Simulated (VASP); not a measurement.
A convergence study with VASP on HgSe (zinc blende): a few settings are varied, all else stays as given below, so the limit is that of these other settings. The cell's lengths are 1 % over those of the tabulated start and one atom is moved, so it is off equilibrium.

```
HgSe
1.0
    0.00000     3.07040     3.07040
    3.07040     0.00000     3.07040
    3.07040     3.07040     0.00000
Hg Se
1 1
Direct
  0.00000   0.00000   0.00000
  0.24013   0.25987   0.25987
```

These are PBE GGA, VASP's PBE PAW potentials (set 64) (plane waves; VASP 6.6.1) values and carry that method's errors. The last row used: 900 eV cut-off, 6×6×6 Γ-centred mesh, Gaussian smearing of 0.050 eV, potentials Hg Se_GW.

Energies of different potentials or hybrids have different zeros.

```json
[
 {"setting": "ENCUT = 300, POTCAR Hg Se", "E (eV/atom)": "-2.0189", "pressure (GPa)": "2.91", "plane waves": "701"},
 {"setting": "ENCUT = 400, POTCAR Hg Se", "E (eV/atom)": "-2.0201", "pressure (GPa)": "3.19", "plane waves": "1067"},
 {"setting": "ENCUT = 520, POTCAR Hg Se", "E (eV/atom)": "-2.0202", "pressure (GPa)": "…", "plane waves": "1588"},
 {"setting": "ENCUT = 700, POTCAR Hg Se", "E (eV/atom)": "-2.0203", "pressure (GPa)": "3.25", "plane waves": "2457"},
 {"setting": "ENCUT = 900, POTCAR Hg Se", "E (eV/atom)": "-2.0202", "pressure (GPa)": "3.25", "plane waves": "3582"},
 {"setting": "ENCUT = 300, POTCAR Hg Se_GW", "E (eV/atom)": "-2.0208", "pressure (GPa)": "2.88", "plane waves": "701"},
 {"setting": "ENCUT = 400, POTCAR Hg Se_GW", "E (eV/atom)": "…", "pressure (GPa)": "…", "plane waves": "1067"},
 {"setting": "ENCUT = 520, POTCAR Hg Se_GW", "E (eV/atom)": "-2.0219", "pressure (GPa)": "3.19", "plane waves": "1588"},
 {"setting": "ENCUT = 700, POTCAR Hg Se_GW", "E (eV/atom)": "-2.0220", "pressure (GPa)": "3.23", "plane waves": "2457"},
 {"setting": "ENCUT = 900, POTCAR Hg Se_GW", "E (eV/atom)": "-2.0220", "pressure (GPa)": "3.23", "plane waves": "3582"}
]
```

### Question
Some entries are withheld; supply them.

### Answer

- ENCUT = 400, POTCAR Hg Se_GW, E (eV/atom): -2.0218
- ENCUT = 400, POTCAR Hg Se_GW, pressure (GPa): 3.17
- ENCUT = 520, POTCAR Hg Se, pressure (GPa): 3.22

Left out are rungs that failed or repeat a setting and relaxations that didn't move; long series are thinned to 24 rows.

The compound is HgSe in the zinc blende structure. The cell was not relaxed at this level, it is distorted from the ideal structure.
